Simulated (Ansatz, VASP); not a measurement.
# Zn (Zinc): VASP beside Ansatz, part 2 of 2

Aim: how closely do two programs agree when they are given the same cell, functional and k mesh? The cell is taken from a series of VASP runs on this material, whose earlier steps may have relaxed, scaled or displaced it; both programs get it as it stands.

VASP 6.6.1 and Ansatz 0.2.0.

So far. Step 2 (VASP: electric field gradients, PBE): The run ends at a pressure of 0.02 GPa. Step 3 (Ansatz: electric field gradients, PBE): The run ends at a pressure of 0.29 GPa.

## (4) Side by side

Known differences besides the potentials themselves: Ansatz adds the response of the frozen cores to the gradients, VASP leaves it out; the cutoff is 420 eV in Ansatz and 400 eV in VASP. Total energies have different zeros and are not compared.

The two programs side by side:

| quantity | Ansatz | VASP | difference |
| --- | --- | --- | --- |
| pressure (GPa) | 0.29 | 0.02 | +0.26 |
| pressure without Ansatz's Pulay correction (GPa) | 0.18 | 0.02 | +0.16 |
| Vzz at Zn1 (V/Å²) | 40.7 | 40.8 | -0.1 |
| Vzz at Zn2 (V/Å²) | 40.7 | 40.8 | -0.1 |

Ansatz's pressure holds a Pulay correction of 0.11 GPa; VASP's holds none.

## (5) VASP: single point, PBE

With cell and atoms fixed, the geometry can't cause a difference; cores, projectors, grids and the points listed under the comparison can.

File INCAR:

```
SYSTEM = Zn
PREC = Accurate
ENCUT = 400
EDIFF = 1E-06
NELM = 100
ISMEAR = 1
SIGMA = 0.2
LREAL = .FALSE.
ALGO = Normal
GGA = PE
NBANDS = 28
LORBIT = 11
LWAVE = .FALSE.
LCHARG = .FALSE.
KPAR = 2
LOPTICS = .TRUE.
NEDOS = 1500
CSHIFT = 0.1
```

File POSCAR:

```
Zn
1.0
    2.6537196771      0.0000000000      0.0000000000
   -1.3268598386      2.2981886549      0.0000000000
    0.0000000000      0.0000000000      4.9561437643
Zn
2
Direct
    0.3333333333      0.6666666667      0.2500000000
    0.6666666667      0.3333333333      0.7500000000
```

File KPOINTS:

```
Automatic mesh
0
Gamma
14 14 7
0 0 0
```

PAW data sets: Zn (PBE family, release 64).

Run with:

```bash
$ mpirun -np 2 vasp_std
```

Numbers of over 12 decimals in the logs are rounded to 6 here.

Output:

```text
[... set-up lines as in an earlier step ...]
 entering main loop
       N       E                     dE             d eps       ncg     rms          rms(c)
DAV:   1     0.130705782148E+03    0.13071E+03   -0.90192E+03  5948   0.115E+03
DAV:   2     0.700187231831E+01   -0.12370E+03   -0.11373E+03  5436   0.233E+02
DAV:   3    -0.235107651966E+01   -0.93529E+01   -0.92657E+01  6068   0.620E+01
DAV:   4    -0.241543406131E+01   -0.64358E-01   -0.64330E-01  6120   0.542E+00
[...]
DAV:   9    -0.220251974317E+01   -0.46857E-05   -0.15296E-04  6720   0.114E-01    0.357E-02
DAV:  10    -0.220252198766E+01   -0.22445E-05   -0.14809E-05  5992   0.331E-02    0.296E-03
DAV:  11    -0.220252177634E+01    0.21132E-06   -0.47336E-08  3676   0.252E-03
   1 F= -.22025218E+01 E0= -.22021724E+01  d E =-.104799E-02
 optical routines
 imaginary and real dielectric function
 recalculating local potential from charge density
 direction            1
 direction            2
 direction            3
```

Parts of OUTCAR (step 5):

```text
  Total        0.1190426      0.1190426     -0.2135165     -0.0000000      0.0000000      0.0000000
  in kB        6.3099880      6.3099880    -11.3176799     -0.0000000      0.0000000      0.0000000
  external PRESSURE =       0.4340987 kB  Pullay stress =       0.0000000 kB

  FREE ENERGIE OF THE ION-ELECTRON SYSTEM (eV)
  ---------------------------------------------------
  free  energy   TOTEN  =        -2.2025217763 eV

  energy  without entropy=       -2.2014737884  energy(sigma->0) =       -2.20217245

[... 2 parts as in an earlier step ...]

[... 2 further parts left out ...]
[key lines of the parts left out:]
E-fermi :   3.1254
```

The intraband (Drude) part is not in this spectrum.

## (6) Ansatz: single point, PBE

The same cell, functional, mesh and smearing now go to Ansatz, which takes its cutoff from its data sets.

The cell is taken from a series of VASP runs on this material, whose earlier steps may have relaxed, scaled or displaced it; both programs get it as it stands.

File input.yaml:

```yaml
crystal:
  lattice:
    - [2.6537196771, 0.0, 0.0]
    - [-1.3268598386, 2.2981886549, 0.0]
    - [0.0, 0.0, 4.9561437643]
  atoms:
    - { symbol: Zn, position: [0.3333333333, 0.6666666667, 0.25] }
    - { symbol: Zn, position: [0.6666666667, 0.3333333333, 0.75] }
hamiltonian:
  xc: pbe
  pseudopotentials: { kind: paw }
kpoints:
  mp_grid: { grid: [14, 14, 7] }
scf:
  occupations: { method: methfessel_paxton, width: 0.2 }
  n_extra_bands: 4
output:
  forces: true
  stress: true
  eigenvalues: true
```

Run with:

```bash
$ ansatz run input.yaml --threads 2 --pin off --max-ram 4608MiB --backend cpu --events-out ev --progress --plain --runs-dir out
```

Output:

```text
[...]
Crystal: 2 atoms, lattice volume = 30.226 Å³
Basis set: ecut = 420 eV, 611 PW (Γ), exchange–correlation on 36×36×72 points (8 copies of the dense FFT grid, shifted against one another)
Bands: 16, of which v1, the nominal top of the filled ones, is band 12 counted from 1 (11 counted from 0)
Symmetry: 24 space group operations
[...]
k-points: 96 of 1372
[...]
P = ⅓ Tr σ = 0.2876 GPa (2.876 kbar)
--- Band table (eV; the first three rows and the last of 96) ---
  k-point 0: bands = [... 8 lower, 3.8588, 4.0636, 4.0636, 7.4474, 8.0470, 24.5310, 28.1388, 28.6992]
  k-point 1: bands = [... 8 lower, 3.8728, 4.0564, 4.0564, 6.0397, 9.7250, 22.6286, 28.8218, 28.8218]
  k-point 2: bands = [... 8 lower, 3.9090, 4.0348, 4.0348, 4.6893, 11.9118, 19.7687, 29.1753, 29.1753]
  k-point 95: bands = [... 8 lower, 4.0426, 4.0614, 11.4739, 11.5302, 12.7067, 12.8635, 13.9572, 14.7618]
[key lines of the parts left out:]
SCF converged after 6 iterations
Free energy (F): -6638.050150 eV
Fermi energy:    11.109715 eV
```

Elapsed: 1.3 s, on 2 threads of Arm Neoverse V2, shared host; peak memory 0.32 GiB.

The run ends at a pressure of 0.29 GPa.

## (7) Comparison

What differs besides the data sets and the points named for the pairs above, as far as they apply: VASP leaves aspherical gradient terms in its spheres out (LASPH is not set), Ansatz keeps them. Total energies have different zeros and are not compared.

Both answers:

| quantity | Ansatz | VASP | difference |
| --- | --- | --- | --- |
| pressure (GPa) | 0.29 | 0.04 | +0.24 |
| pressure without Ansatz's Pulay correction (GPa) | 0.18 | 0.04 | +0.14 |

Ansatz's pressure holds a Pulay correction of 0.11 GPa; VASP's holds none.

## (8) Other set-ups

Further runs change the set-up of one program: Ansatz's method, potentials or start, or VASP's data sets, cutoff or form of LDA. The table gives Ansatz less VASP for each quantity, since a change that brings one quantity closer may part another.

| run | pressure (GPa) |
| --- | --- |
| as above | 0.24 |
| Ansatz's all-electron LAPW method | 0.25 |

## (9) Outcome

- difference in Vzz at Zn1 (electric field gradients, PBE): -0.073 V/Å²
- difference in pressure (single point, PBE): 0.24 GPa

The difference in pressure is 0.24 GPa (single point, PBE), within the 1 GPa picked in this series as the mark of a large difference. For single point, PBE, no further run moves any of the tabulated differences by more than a quarter of its size. How closely two codes agree says nothing of how well the functional describes the real material.

[Lines on the potential files, build, host, timing and source positions are cut from VASP's logs without a mark.]

[Logs are printed without paths, hosts, clocks, repeated set-up lines and the standing remarks that a program may print on its own settings, such as how far it seeks lower states.]

[Hosts, paths, dates, database ids (printed as entryN), source tags and the programs' standing remarks are cut or masked in the printed files.]
